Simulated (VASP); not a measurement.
Calculation: PBEsol GGA with spin-orbit coupling, VASP's PBE PAW potentials (set 64) (plane waves; VASP).

A VASP calculation is set up with these files.

### KPOINTS_OPT
```
k-points along high-symmetry lines
5
Line-mode
Reciprocal
  0.000000   0.000000   0.000000 ! GAMMA
  0.500000   0.000000   0.000000 ! M

  0.500000   0.000000   0.000000 ! M
  0.333333   0.333333   0.000000 ! K

  0.333333   0.333333   0.000000 ! K
  0.000000   0.000000   0.000000 ! GAMMA

  0.000000   0.000000   0.000000 ! GAMMA
  0.000000   0.000000   0.500000 ! A

  0.000000   0.000000   0.500000 ! A
  0.500000   0.000000   0.500000 ! L

  0.500000   0.000000   0.500000 ! L
  0.333333   0.333333   0.500000 ! H

  0.333333   0.333333   0.500000 ! H
  0.000000   0.000000   0.500000 ! A

  0.500000   0.000000   0.500000 ! L
  0.500000   0.000000   0.000000 ! M

  0.333333   0.333333   0.500000 ! H
  0.333333   0.333333   0.000000 ! K
```

### KPOINTS
```
K-points
0
Gamma
  8 8 11
```

**POSCAR**
```
CoSi2
1
    4.1193556832    -0.0000000375    -0.0000000000
   -2.0596773928     3.5674666285     0.0000000000
    0.0000000000    -0.0000000000     2.4758646874
Co Si
1 2
Direct
  1.0000000000   1.0000000000   0.0000000000
  0.3333330000   0.6666670000   0.5000000000
  0.6666670000   0.3333330000   0.5000000000
```

INCAR:
```
SYSTEM = CoSi2
PREC = Accurate; ENCUT = 400; LREAL = .FALSE.
LASPH = .TRUE.
EDIFF = 1E-6; NELM = 100; ALGO = Normal
LMAXMIX = 4
ISMEAR = 0; SIGMA = 0.05
GGA = PS; GGA_COMPAT = .FALSE.
MAGMOM = 0 0 0 0 0 0 0 0 0
LSORBIT = .TRUE.
LWAVE = .FALSE.; LCHARG = .FALSE.
```

POTCAR, in this order: Co Si (PBE.64 set). Program: vasp_ncl.

What VASP printed:

OSZICAR:
```
       N       E                     dE             d eps       ncg     rms          rms(c)
DAV:   1     0.768655816165E+02    0.76866E+02   -0.58895E+03  2896   0.116E+03
DAV:   2    -0.147008735008E+02   -0.91566E+02   -0.87049E+02  2880   0.273E+02
DAV:   3    -0.205540423335E+02   -0.58532E+01   -0.54100E+01  3872   0.719E+01
DAV:   4    -0.207535105168E+02   -0.19947E+00   -0.19824E+00  3416   0.136E+01
DAV:   5    -0.207610033425E+02   -0.74928E-02   -0.74904E-02  3864   0.247E+00    0.167E+01
DAV:   6    -0.343040208795E+02   -0.13543E+02   -0.87099E+01  3448   0.197E+02    0.368E+01
DAV:   7    -0.189867661931E+02    0.15317E+02   -0.29070E+01  3408   0.149E+02    0.832E+00
DAV:   8    -0.185828692532E+02    0.40390E+00   -0.57577E+00  4288   0.336E+01    0.241E+00
DAV:   9    -0.185727274062E+02    0.10142E-01   -0.27094E-01  4248   0.735E+00    0.544E-01
DAV:  10    -0.185705814892E+02    0.21459E-02   -0.55950E-03  4320   0.152E+00    0.236E-01
DAV:  11    -0.185702525401E+02    0.32895E-03   -0.61618E-04  3592   0.242E-01    0.987E-02
DAV:  12    -0.185702538796E+02   -0.13395E-05   -0.28069E-05  4368   0.830E-02    0.403E-02
DAV:  13    -0.185702554469E+02   -0.15672E-05   -0.25871E-06  3424   0.237E-02    0.221E-02
DAV:  14    -0.185702508091E+02    0.46378E-05   -0.78537E-06  3928   0.564E-02    0.619E-03
DAV:  15    -0.185702505414E+02    0.26772E-06   -0.64613E-07  1632   0.719E-03
   1 F= -.18570251E+02 E0= -.18568403E+02  d E =-.369469E-02  mag=     0.0000    -0.0000    -0.0000
       N       E                     dE             ncg
```

OUTCAR:
```
------------------------ aborting loop because EDIFF is reached ----------------------------------------
  FORCE on cell =-STRESS in cart. coord.  units (eV):
  Direction    XX          YY          ZZ          XY          YZ          ZX
  --------------------------------------------------------------------------------------
  Total       -0.0305050     -0.0305050     -0.0228671     -0.0000000     -0.0000000      0.0000000
  in kB       -1.3432787     -1.3432787     -1.0069462     -0.0000002     -0.0000000      0.0000000
  external PRESSURE =      -1.2311679 kB  Pullay stress =       0.0000000 kB
  volume of cell :       36.38
      direct lattice vectors                 reciprocal lattice vectors
     4.119355683 -0.000000037  0.000000000     0.242756412  0.140155451  0.000000000
    -2.059677393  3.567466629  0.000000000     0.000000003  0.280310963  0.000000000
     0.000000000  0.000000000  2.475864687     0.000000000  0.000000000  0.403899294
 POSITION                                       TOTAL-FORCE (eV/Angst)
 -----------------------------------------------------------------------------------
      0.00000      0.00000      0.00000         0.000000      0.000000      0.000000
     -0.00000      2.37831      1.23793        -0.000000     -0.000000      0.000000
      2.05968      1.18915      1.23793         0.000000      0.000000     -0.000000
 -----------------------------------------------------------------------------------
    total drift:                               -0.000000      0.000000      0.000000
  FREE ENERGIE OF THE ION-ELECTRON SYSTEM (eV)
  ---------------------------------------------------
  free  energy   TOTEN  =       -18.5702505414 eV

  energy  without entropy=      -18.5665558505  energy(sigma->0) =      -18.56840320

 Ion:    1  E_soc:     -0.0198579

 Ion:    2  E_soc:     -0.0001460

 Ion:    3  E_soc:     -0.0001460
```
(Selected blocks of OUTCAR.)

The structure was generated: CoSi2 was put into the AlB2 type (P6/mmm), which need not be its known phase. It was relaxed first, which changed the volume by -51 %.
